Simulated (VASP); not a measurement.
Output of a VASP run:

**OSZICAR**
```
...
DAV:   9    -0.384946431313E+02   -0.43019E-02   -0.75926E-03  1380   0.959E-01    0.248E-01
DAV:  10    -0.384948640021E+02   -0.22087E-03   -0.11782E-03  1400   0.270E-01    0.624E-02
DAV:  11    -0.384947935382E+02    0.70464E-04   -0.33615E-04  1380   0.137E-01    0.186E-02
DAV:  12    -0.384947949220E+02   -0.13838E-05   -0.95203E-06  1404   0.235E-02    0.466E-03
DAV:  13    -0.384947947141E+02    0.20785E-06   -0.13898E-06  1408   0.891E-03    0.291E-03
DAV:  14    -0.384947947516E+02   -0.37444E-07   -0.30089E-08   808   0.155E-03
   1 F= -.38494795E+02 E0= -.38494795E+02  d E =-.384948E+02
       N       E                     dE             d eps       ncg     rms          rms(c)
DAV:   1    -0.384997482180E+02   -0.49535E-02   -0.72950E+00  1208   0.229E+01    0.750E-01
DAV:   2    -0.385136776547E+02   -0.13929E-01   -0.20198E-01  1420   0.350E+00    0.355E-01
DAV:   3    -0.385102536585E+02    0.34240E-02   -0.31160E-03  1416   0.595E-01    0.169E-01
DAV:   4    -0.385095828209E+02    0.67084E-03   -0.32723E-03  1376   0.512E-01    0.378E-02
DAV:   5    -0.385096042182E+02   -0.21397E-04   -0.59278E-04  1356   0.212E-01    0.219E-02
DAV:   6    -0.385095970710E+02    0.71472E-05   -0.28670E-05  1352   0.537E-02    0.106E-02
DAV:   7    -0.385095964791E+02    0.59188E-06   -0.26547E-06  1380   0.164E-02    0.478E-03
DAV:   8    -0.385095965403E+02   -0.61166E-07   -0.11659E-06  1376   0.102E-02    0.166E-03
DAV:   9    -0.385095965338E+02    0.64979E-08   -0.51686E-07  1300   0.681E-03
   2 F= -.38509597E+02 E0= -.38509597E+02  d E =-.148018E-01
       N       E                     dE             d eps       ncg     rms          rms(c)
DAV:   1    -0.385095972500E+02   -0.70972E-06   -0.10582E-03  1224   0.276E-01    0.862E-03
DAV:   2    -0.385095994234E+02   -0.21733E-05   -0.29388E-05  1420   0.422E-02    0.432E-03
DAV:   3    -0.385095989777E+02    0.44562E-06   -0.43690E-07  1376   0.710E-03    0.208E-03
DAV:   4    -0.385095989083E+02    0.69452E-07   -0.48322E-07  1356   0.624E-03
   3 F= -.38509599E+02 E0= -.38509599E+02  d E =-.148042E-01
       N       E                     dE             d eps       ncg     rms          rms(c)
DAV:   1    -0.385147915324E+02   -0.51926E-02   -0.33680E-01  1288   0.508E+00    0.434E-01
DAV:   2    -0.385124966273E+02    0.22949E-02   -0.54225E-03  1392   0.624E-01    0.243E-01
DAV:   3    -0.385111603459E+02    0.13363E-02   -0.17283E-03  1404   0.369E-01    0.171E-02
DAV:   4    -0.385111736631E+02   -0.13317E-04   -0.15648E-04  1348   0.983E-02    0.149E-02
DAV:   5    -0.385111734159E+02    0.24715E-06   -0.50196E-06  1372   0.236E-02    0.240E-03
DAV:   6    -0.385111735168E+02   -0.10090E-06   -0.13713E-06  1352   0.948E-03    0.166E-03
DAV:   7    -0.385111735087E+02    0.81232E-08   -0.41546E-08   732   0.181E-03
   4 F= -.38511174E+02 E0= -.38511174E+02  d E =-.157460E-02
       N       E                     dE             d eps       ncg     rms          rms(c)
DAV:   1    -0.385113873189E+02   -0.21380E-03   -0.11634E-02  1296   0.943E-01    0.806E-02
DAV:   2    -0.385113071945E+02    0.80124E-04   -0.18785E-04  1392   0.116E-01    0.452E-02
DAV:   3    -0.385112605373E+02    0.46657E-04   -0.59807E-05  1400   0.687E-02    0.316E-03
DAV:   4    -0.385112610808E+02   -0.54352E-06   -0.54354E-06  1348   0.183E-02    0.284E-03
DAV:   5    -0.385112611263E+02   -0.45563E-07   -0.12989E-07   800   0.394E-03
   5 F= -.38511261E+02 E0= -.38511261E+02  d E =-.166222E-02
```

**OUTCAR**
```
------------------------ aborting loop because EDIFF is reached ----------------------------------------
  FORCE on cell =-STRESS in cart. coord.  units (eV):
  Direction    XX          YY          ZZ          XY          YZ          ZX
  --------------------------------------------------------------------------------------
  Total       -4.4902241     -4.4902241     -4.4884261      0.0000000      0.0000000      0.0000000
  in kB     -143.0751104   -143.0751104   -143.0178209      0.0000000      0.0000000      0.0000000
  external PRESSURE =    -143.0560139 kB  Pullay stress =       0.0000000 kB
  volume of cell :       50.28
      direct lattice vectors                 reciprocal lattice vectors
     4.301384176  0.000000000  0.000000000     0.232483303  0.000000000  0.000000000
     0.000000000  4.301384176  0.000000000    -0.000000000  0.232483303  0.000000000
     0.000000000  0.000000000  2.717678271     0.000000000  0.000000000  0.367961142
 POSITION                                       TOTAL-FORCE (eV/Angst)
 -----------------------------------------------------------------------------------
      0.00000      0.00000      0.00000         0.000000      0.000000     -0.000000
      2.15069      2.15069      1.35884         0.000000      0.000000     -0.000000
      1.32650      1.32650      0.00000         0.000317      0.000317     -0.000000
      3.47719      0.82419      1.35884         0.000317     -0.000317      0.000000
      0.82419      3.47719      1.35884        -0.000317      0.000317     -0.000000
      2.97488      2.97488      0.00000        -0.000317     -0.000317      0.000000
 -----------------------------------------------------------------------------------
    total drift:                                0.000000     -0.000000     -0.000000
  FREE ENERGIE OF THE ION-ELECTRON SYSTEM (eV)
  ---------------------------------------------------
  free  energy   TOTEN  =       -38.5112611263 eV

  energy  without entropy=      -38.5112611263  energy(sigma->0) =      -38.51126113

 reached required accuracy - stopping structural energy minimisation
```
(Selected blocks of OUTCAR.)

File POSCAR:
```
SiO2
1
    4.2817503224     0.0000000000     0.0000000000
    0.0000000000     4.2817503224     0.0000000000
    0.0000000000     0.0000000000     2.7426590995
Si O
2 4
Direct
  0.0000000000   0.0000000000   0.0000000000
  0.5000000000   0.5000000000   0.5000000000
  0.3055899714   0.3055899714   0.0000000000
  0.8055899714   0.1944100286   0.5000000000
  0.1944100286   0.8055899714   0.5000000000
  0.6944100286   0.6944100286   0.0000000000
```

Task: Write an INCAR and KPOINTS that could have produced this output.

Result: One answer among several that fit: the input of the run itself, vdW-DF-cx, plane waves, VASP's PBE PAW potentials (set 64).

INCAR:
```
AGGAC  =  0.0
ALGO  =  Normal
EDIFF  =  1E-7
EDIFFG  =  -0.01
ENCUT  =  520
GGA  =  CX
IBRION  =  2
ISIF  =  4
ISMEAR  =  0
LASPH  =  T
LCHARG  =  F
LREAL  =  F
LUSE_VDW  =  T
LWAVE  =  F
NELM  =  100
NSW  =  30
PREC  =  Accurate
SIGMA  =  0.05
SYSTEM  =  SiO2
```

**KPOINTS**
```
Automatic
0
Gamma
5 5 8
```

POTCAR, in this order: Si O (PBE.64 set). Program: vasp_std.

The compound is SiO2 in the rutile structure, stishovite, a high-pressure form. This cell is one point of a volume scan, at 1.06 of the reference volume. Symmetry was kept, so distortions that lower it aren't found.
